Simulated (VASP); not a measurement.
VASP input:

**INCAR**
```
SYSTEM = CaF2
PREC = Accurate
ENCUT = 620
EDIFF = 1E-6
NELM = 100
ALGO = Normal
LREAL = .FALSE.
LASPH = .TRUE.
ISMEAR = 0
SIGMA = 0.05
GGA = PS
LWAVE = .FALSE.
LCHARG = .FALSE.
IBRION = 2
ISIF = 3
NSW = 40
EDIFFG = -0.02
PSTRESS = 50
```

**POSCAR**
```
CaF2
1
    0.0000000000     2.7137071616     2.7137071616
    2.7137071616     0.0000000000     2.7137071616
    2.7137071616     2.7137071616     0.0000000000
Ca F
1 2
Direct
  0.0000000000   0.0000000000   0.0000000000
  0.2500000000   0.2500000000   0.2500000000
  0.7500000000   0.7500000000   0.7500000000
```

File KPOINTS:
```
K-points
0
G
  7 7 7
0 0 0
```

POTCAR, in this order: Ca_sv F (PBE.64 set). Program: vasp_std.

Question: Translate this PBEsol calculation to Quantum ESPRESSO's pw.x.

Answer: One equivalent input (not run):
```
&CONTROL
  calculation = 'vc-relax'
  pseudo_dir = './pseudo'
  outdir = './out'
  tprnfor = .true.
  tstress = .true.
  nstep = 40
  forc_conv_thr = 0.00078
/
&SYSTEM
  ibrav = 0
  nat = 3
  ntyp = 2
  ecutwfc = 84
  occupations = 'smearing'
  smearing = 'gaussian'
  degauss = 0.003675
  input_dft = 'pbesol'
/
&ELECTRONS
  conv_thr = 7.3e-08
  electron_maxstep = 100
/
&IONS
/
&CELL
  press = 50
/
ATOMIC_SPECIES
  Ca 40.078 Ca.upf
  F 18.998 F.upf
CELL_PARAMETERS angstrom
     0.0000000    2.7137072    2.7137072
     2.7137072    0.0000000    2.7137072
     2.7137072    2.7137072    0.0000000
ATOMIC_POSITIONS crystal
  Ca   0.0000000  0.0000000  0.0000000
  F    0.2500000  0.2500000  0.2500000
  F    0.7500000  0.7500000  0.7500000
K_POINTS automatic
  7 7 7 0 0 0
```
What does not carry over: the potentials are each code's own (VASP's PAW set, PseudoDojo norm-conserving files in pw.x), so ENCUT and ecutwfc are chosen apart and not converted; conv_thr bounds pw.x's estimated SCF error, while EDIFF bounds the energy change between steps; forc_conv_thr acts on force components and is met together with etot_conv_thr.

The compound is CaF2 in the fluorite structure. This run relaxes it under an external pressure of 5 GPa. Symmetry was kept, so distortions that lower it aren't found.
